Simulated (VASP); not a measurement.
A convergence study with VASP on CsCl (CsCl type): a few settings are varied, all else stays as given below, so the limit is that of these other settings.

```xyz
2
Lattice="4.1200 0.0000 0.0000 0.0000 4.1200 0.0000 0.0000 0.0000 4.1200" Properties=species:S:1:pos:R:3 pbc="T T T"
Cs     0.0000     0.0000     0.0000
Cl     2.0600     2.0600     2.0600
```

Method: PBE GGA, VASP's PBE PAW potentials (set 64) (plane waves; VASP). The last row used: 550 eV cut-off, 13×13×13 Γ-centred mesh, second-order Methfessel-Paxton smearing of 0.40 eV, potentials Cs_sv Cl.

```
setting                                   E (eV/atom)  pressure (GPa)  irreducible k-points
----------------------------------------  -----------  --------------  --------------------
ISMEAR = -1, SIGMA = 0.01, 3×3×3 mesh         -3.2602            1.13                     4
ISMEAR = -1, SIGMA = 0.1, 3×3×3 mesh          -3.2602            1.13                     4
ISMEAR = 0, SIGMA = 0.01, 3×3×3 mesh          -3.2602            1.13                     4
ISMEAR = 0, SIGMA = 0.2, 3×3×3 mesh           -3.2602            1.13                     4
ISMEAR = 1, SIGMA = 0.05, 3×3×3 mesh          -3.2600            1.13                     4
ISMEAR = 1, SIGMA = 0.2, 3×3×3 mesh           -3.2591            1.05                     4
ISMEAR = 2, SIGMA = 0.05, 3×3×3 mesh          -3.2602            1.13                     4
ISMEAR = 2, SIGMA = 0.2, 3×3×3 mesh           -3.2599            1.01                     4
ISMEAR = -1, SIGMA = 0.01, 7×7×7 mesh         -3.2630            1.09                    20
ISMEAR = -1, SIGMA = 0.2, 7×7×7 mesh          -3.2630            1.09                    20
ISMEAR = 0, SIGMA = 0.01, 7×7×7 mesh          -3.2630            1.09                    20
ISMEAR = 0, SIGMA = 0.4, 7×7×7 mesh           -3.2630            1.09                    20
ISMEAR = 1, SIGMA = 0.05, 7×7×7 mesh          -3.2630            1.08                    20
ISMEAR = 1, SIGMA = 0.4, 7×7×7 mesh           -3.2563            1.02                    20
ISMEAR = 2, SIGMA = 0.05, 7×7×7 mesh          -3.2630            1.09                    20
ISMEAR = 2, SIGMA = 0.4, 7×7×7 mesh           -3.2571            1.05                    20
ISMEAR = -1, SIGMA = 0.05, 13×13×13 mesh      -3.2630            1.09                    84
ISMEAR = -1, SIGMA = 0.2, 13×13×13 mesh       -3.2630            1.09                    84
ISMEAR = 0, SIGMA = 0.1, 13×13×13 mesh        -3.2630            1.09                    84
ISMEAR = 0, SIGMA = 0.4, 13×13×13 mesh        -3.2630            1.09                    84
ISMEAR = 1, SIGMA = 0.1, 13×13×13 mesh        -3.2632            1.06                    84
ISMEAR = 1, SIGMA = 0.4, 13×13×13 mesh        -3.2562            1.02                    84
ISMEAR = 2, SIGMA = 0.1, 13×13×13 mesh        -3.2633            1.06                    84
ISMEAR = 2, SIGMA = 0.4, 13×13×13 mesh        -3.2570            1.05                    84
```

Left out are rungs that failed or repeat a setting and relaxations that didn't move; long series are thinned to 24 rows.

The compound is CsCl in the CsCl type structure. The cell was not relaxed at this level.
